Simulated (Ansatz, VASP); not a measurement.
# H4C2SeSO2: VASP beside Ansatz, part 3 of 3

One calculation is typed for both programs; each brings its own data sets. How far apart do they land? The cell is taken from a series of runs on this material, whose earlier steps may have relaxed, scaled, displaced or heated it; both programs get it as it stands.

VASP 6.6.1 and Ansatz 0.2.0.

So far: The starting structure; Ansatz: dielectric response, PBE; VASP: dielectric response, PBE.

### Step 3. VASP: dielectric response, PBE (continued)

Level of this step: PBE; plane waves and PAW (H, C, Se, S, O) (VASP).

Numbers of over 12 decimals in the logs are rounded to 6 here.

From OUTCAR (step 3):

```text
ion  position               nearest neighbor table
   1  0.990  0.747  0.466-   9 1.09
   2  0.990  0.253  0.966-  10 1.09
   3  0.953  0.495  0.319-   9 1.09
   4  0.953  0.505  0.819-  10 1.09
   5  0.324  0.925  0.999-  11 1.09
   6  0.324  0.075  0.499-  12 1.09
   7  0.458  0.113  0.194-  11 1.09
   8  0.458  0.887  0.694-  12 1.09
   9  0.872  0.669  0.338-   3 1.09   1 1.09  15 1.80  13 1.98
  10  0.872  0.331  0.838-   4 1.09   2 1.09  16 1.80  14 1.98
  11  0.471  0.940  0.135-   5 1.09   7 1.09  15 1.79  13 1.99
  12  0.471  0.060  0.635-   6 1.09   8 1.09  16 1.79  14 1.99
  13  0.485  0.647  0.274-   9 1.98  11 1.99  15 2.72
  14  0.485  0.353  0.774-  10 1.98  12 1.99  16 2.72
  15  0.808  0.887  0.170-  19 1.46  17 1.46  11 1.79   9 1.80  13 2.72
  16  0.808  0.113  0.670-  20 1.46  18 1.46  12 1.79  10 1.80  14 2.72
  17  0.979  0.105  0.232-  15 1.46
  18  0.979  0.895  0.732-  16 1.46
  19  0.802  0.760  0.022-  15 1.46
  20  0.802  0.240  0.522-  16 1.46

  LATTYP: Found a simple monoclinic cell.
 ALAT       =     5.6201000000
 B/A-ratio  =     0.9659970463
 C/A-ratio  =     1.4106510560
 COS(beta)  =    -0.1909289223

 Subroutine GETGRP returns: Found  2 space group operations
 (whereof  1 operations were pure point group operations)

The static configuration has the point symmetry C_1 .
 The point group associated with its full space group is C_1h.

 Found     30 irreducible k-points:

   k-points           NKPTS =     30   k-points in BZ     NKDIM =     30   number of bands    NBANDS=     56

   dimension x,y,z NGX =    42 NGY =   40 NGZ =   70
   dimension x,y,z NGXF=    84 NGYF=   80 NGZF=  140

   ENCUT  =  520.0 eV  38.22 Ry    6.18 a.u.  10.45 10.09 16.36*2*pi/ulx,y,z

   NELECT =      72.0000    total number of electrons

 k-points in reciprocal lattice and weights: Automatic mesh
   0.00000000  0.00000000  0.00000000       0.016
   0.25000000  0.00000000  0.00000000       0.031
   0.50000000  0.00000000  0.00000000       0.016
   0.00000000  0.25000000  0.00000000       0.031
   0.25000000  0.25000000  0.00000000       0.062
   0.50000000  0.25000000  0.00000000       0.031
   0.00000000  0.50000000  0.00000000       0.016
   0.25000000  0.50000000  0.00000000       0.031
   0.50000000  0.50000000  0.00000000       0.016
[...]
0.25000000  0.50000000  0.50000000       0.031
   0.50000000  0.50000000  0.50000000       0.016

 average (electrostatic) potential at core
       1 -36.4600       2 -36.4600       3 -36.3953       4 -36.3953       5 -36.4405
       6 -36.4405       7 -36.4262       8 -36.4262       9 -53.6687      10 -53.6687
      11 -53.6525      12 -53.6525      13 -56.9352      14 -56.9352      15 -94.1575
      16 -94.1575      17 -74.4780      18 -74.4780      19 -74.3918      20 -74.3918

  Total        1.9918899      1.2409694      1.4346314      0.0000000      0.0000000     -0.1027567
  in kB       13.4403978      8.3735161      9.6802624      0.0000000      0.0000000     -0.6933572
  external PRESSURE =      10.4980588 kB  Pullay stress =       0.0000000 kB

  energy-cutoff  :      520.00
  volume of cell :      237.45
      direct lattice vectors                 reciprocal lattice vectors
     5.620100000  0.000000000  0.000000000     0.177932777  0.000000000  0.093889915
     0.000000000  5.429000000  0.000000000     0.000000000  0.184195985  0.000000000
    -4.106415504  0.000000000  7.782155437     0.000000000  0.000000000  0.128499104

 POSITION                                       TOTAL-FORCE (eV/Angst)
 -----------------------------------------------------------------------------------
      3.65198      4.05744      3.62681         0.004579      0.013592      0.016135
      1.59877      1.37156      7.51789         0.004579     -0.013592      0.016135
      4.04470      2.68731      2.48144         0.012563     -0.017342     -0.009236
      1.99149      2.74169      6.37251         0.012563      0.017342     -0.009236
     -2.28058      5.02416      7.77563         0.000726     -0.002740     -0.022656
     -0.22738      0.40484      3.88455         0.000726      0.002740     -0.022656
      1.77615      0.61522      1.51074         0.001006      0.018701      0.010269
     -0.27706      4.81378      5.40182         0.001006     -0.018701      0.010269
      3.51229      3.62984      2.63085         0.020758      0.023747     -0.019713
      1.45909      1.79916      6.52193         0.020758     -0.023747     -0.019713
      2.09502      5.10382      1.05006         0.033248      0.009315     -0.002442
      0.04181      0.32518      4.94114         0.033248     -0.009315     -0.002442
      1.59884      3.51191      2.13322        -0.045447     -0.035676      0.012165
     -0.45437      1.91709      6.02430        -0.045447      0.035676      0.012165
      3.84366      4.81620      1.32173         0.169577      0.064425     -0.088021
      1.79045      0.61280      5.21280         0.169577     -0.064425     -0.088021
      4.55114      0.56967      1.80725        -0.107931     -0.193526     -0.085472
      2.49794      4.85933      5.69833        -0.107931      0.193526     -0.085472
      4.41685      4.12550      0.16960        -0.089080      0.119578      0.188972
      2.36365      1.30350      4.06068        -0.089080     -0.119578      0.188972
 -----------------------------------------------------------------------------------
    total drift:                               -0.000579      0.000000     -0.000184

 MACROSCOPIC STATIC DIELECTRIC TENSOR (including local field effects in DFT)
 ------------------------------------------------------
           3.170172     0.000000    -0.124306
           0.000000     2.960860     0.000000
          -0.124439     0.000000     2.849180
 ------------------------------------------------------

 PIEZOELECTRIC TENSOR (including local field effects)  for field in x, y, z        (C/m^2)
          XX          YY          ZZ          XY          YZ          ZX
  --------------------------------------------------------------------------------
  x    -0.04047    -0.16243    -0.09788     0.00000     0.00000     0.03892
  y     0.00000     0.00000     0.00000    -0.10771    -0.06764     0.00000
  z     0.02129    -0.02142     0.09384     0.00000     0.00000    -0.06909

 BORN EFFECTIVE CHARGES (including local field effects) (in |e|, cummulative output)
 ---------------------------------------------------------------------------------
 ion    1
    1     0.06745    -0.08955    -0.04321
    2    -0.06586     0.12967     0.03278
    3    -0.06364     0.05603     0.12338
 ion    2
    1     0.06745     0.08955    -0.04321
    2     0.06586     0.12967    -0.03278
    3    -0.06364    -0.05603     0.12338
 ion    3
    1     0.02147     0.01272     0.01485
    2     0.00218     0.32967     0.06749
    3    -0.02099     0.01627     0.11423
 ion    4
    1     0.02147    -0.01272     0.01485
    2    -0.00218     0.32967    -0.06749
    3    -0.02099    -0.01627     0.11423
 ion    5
    1     0.16501     0.01296     0.14100
    2    -0.03842     0.05846    -0.04139
    3     0.10938     0.04443     0.25011
 ion    6
    1     0.16501    -0.01296     0.14100
    2     0.03842     0.05846     0.04139
    3     0.10938    -0.04443     0.25011
 ion    7
    1     0.05531     0.00290    -0.01092
    2    -0.03273     0.15910     0.10415
    3     0.05701     0.05532     0.14608
 ion    8
    1     0.05531    -0.00290    -0.01092
    2     0.03273     0.15910    -0.10415
    3     0.05701    -0.05532     0.14608
 ion    9
    1    -0.14667    -0.09010     0.16020
    2    -0.02463    -0.33511     0.05240
    3     0.08282     0.06068    -0.25566
 ion   10
    1    -0.14667     0.09010     0.16020
    2     0.02463    -0.33511    -0.05240
    3     0.08282    -0.06068    -0.25566
 ion   11
    1    -0.45987    -0.00648    -0.06636
    2     0.04066    -0.17548    -0.11070
    3    -0.04413    -0.08565    -0.18766
 ion   12
    1    -0.45987     0.00648    -0.06636
    2    -0.04066    -0.17548     0.11070
    3    -0.04413     0.08565    -0.18766
 ion   13
    1     0.05271     0.01743     0.09686
    2    -0.07086     0.15000    -0.16332
    3     0.12060    -0.24567     0.09700
 ion   14
    1     0.05271    -0.01743     0.09686
[...]
2    -0.09398    -1.01436     0.39818
    3     0.36967     0.46115    -1.52822
```

### Step 4. Comparison

Known differences besides the potentials themselves: fixed occupations in Ansatz, narrow Gaussian smearing in VASP; VASP's response is taken on the typed mesh, Ansatz refines its own for the field response alone; the data sets hold 92 valence electrons in Ansatz (on its PAW soft_1 files) and 72 in VASP; the cutoff is 420 eV in Ansatz and 520 eV in VASP. Total energies have different zeros and are not compared.

Compared:

```csv
quantity,Ansatz,VASP,difference
ε∞ xx,3.16,3.17,-0.23 %
ε∞ yy,2.96,2.96,-0.05 %
ε∞ zz,2.85,2.85,-0.02 %
Born charge of H1 (mean of the diagonal) (e),0.11,0.11,0.00
Born charge of C9 (mean of the diagonal) (e),-0.25,-0.25,-0.01
Born charge of Se13 (mean of the diagonal) (e),0.10,0.10,0.00
Born charge of S15 (mean of the diagonal) (e),2.41,2.36,+0.05
Born charge of O17 (mean of the diagonal) (e),-1.29,-1.26,-0.03
```

### Step 5. What came out

```yaml
difference_in_eps_infinity_xx_dielectric_response_pbe: -0.23 %
```

**Reading.** The difference in ε∞ xx is -0.23 % (dielectric response, PBE), within the 5 % picked in this series as the mark of a large difference. The data sets hold unlike numbers of valence electrons (92 in Ansatz and 72 in VASP), so part of the differences comes from the potentials. Such differences can come from data sets, numerical settings and the points named under the comparisons, not from the functional's error against experiment.

[Lines on the potential files, build, host, timing and source positions are cut from VASP's logs without a mark.]

[Logs are printed without paths, hosts, clocks, repeated set-up lines and the standing remarks that a program may print on its own settings, such as how far it seeks lower states.]

[Hosts, paths, dates, database ids (printed as entryN), source tags and the programs' standing remarks are cut or masked in the printed files.]
